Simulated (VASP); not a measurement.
```xyz
18
Lattice="5.8438 0.0000 0.0000 2.9219 5.0609 0.0000 0.0000 0.0000 20.8060" Properties=species:S:1:pos:R:3 pbc="T T T"
Ti     5.8438     1.6328     7.0513
Ti     2.9219     1.6870     6.9321
Ti     7.3516     4.2444     7.0513
Ti     4.3360     4.2444     7.0513
Ti     0.0000     0.0000     9.2974
Ti     2.9219     0.0112     9.1073
Ti     1.4707     2.5248     9.1073
Ti     4.3731     2.5248     9.1073
Ti     5.8438     1.6520    11.6562
Ti     2.9219     1.6870    11.4370
Ti     7.3350     4.2349    11.6562
Ti     4.3526     4.2349    11.6562
Ti     0.0000     0.0000    14.3044
Ti     2.9219     0.1017    13.6675
Ti     1.5491     2.4796    13.6675
Ti     4.2947     2.4796    13.6675
O      0.0000     0.0000    16.1319
H      0.0000     0.0000    17.0972
```

Method: PBE GGA, VASP's PBE PAW potentials (set 64) (plane waves; VASP). Run with PREC = Normal, 400 eV cut-off, 5×5×1 Γ-centred mesh, first-order Methfessel-Paxton smearing of 0.10 eV, potentials Ti O H.

**Question.** Estimate the energy per atom (σ→0), band gap (on the k-mesh) with the smallest direct gap where there is one.

**Answer.** 
```yaml
band gap (on the k-mesh): none (metal, semimetal or under 0.01 eV)
energy per atom (σ→0): -7.172 eV/atom
```

Only differences to runs with the same potentials and settings are physical.

The cell is a thin slab with vacuum, built from Ti (hcp): (001) face, OH adsorbed.
